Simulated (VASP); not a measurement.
Here is the system:

```yaml
crystal:
  lattice:
    - [0.00000, 2.62337, 2.62337]
    - [2.62337, 0.00000, 2.62337]
    - [2.62337, 2.62337, 0.00000]
  atoms:
    - { symbol: K, position: [0.00000, 0.00000, 0.00000] }
    - { symbol: F, position: [0.50000, 0.50000, 0.50000] }
```

Level of theory: PBE GGA, VASP's PBE PAW potentials (set 64) (plane waves; VASP 6.6.1). Run with 400 eV cut-off, 6×6×6 Γ-centred mesh, Fermi-Dirac smearing of 0.020 eV, potentials K_sv F.

Give the electronic dielectric tensor ε∞ (DFPT, local fields included).

```
2.01  0.00  0.00
0.00  2.01  0.00
0.00  0.00  2.01
```

Give the Born effective charges.

| atom | Z*xx | Z*yy | Z*zz | mean |
|---|---|---|---|---|
| K1 | 1.14 | 1.14 | 1.14 | 1.14 |
| F2 | -1.14 | -1.14 | -1.14 | -1.14 |

And the static tensor with the ions free?

```
5.06  0.00  0.00
0.00  5.06  0.00
0.00  0.00  5.06
```

Which frequencies do the optical Γ-point modes have (no LO-TO splitting)?

213 (×3) cm⁻¹.

The structure is a typed KF crystal. The cell was not relaxed at this level. The run is one of a series of settings (EDIFF = 1E-8, IBRION = 8, LEPSILON = .TRUE., NSW = 1 against the base run), some of them coarse on purpose.
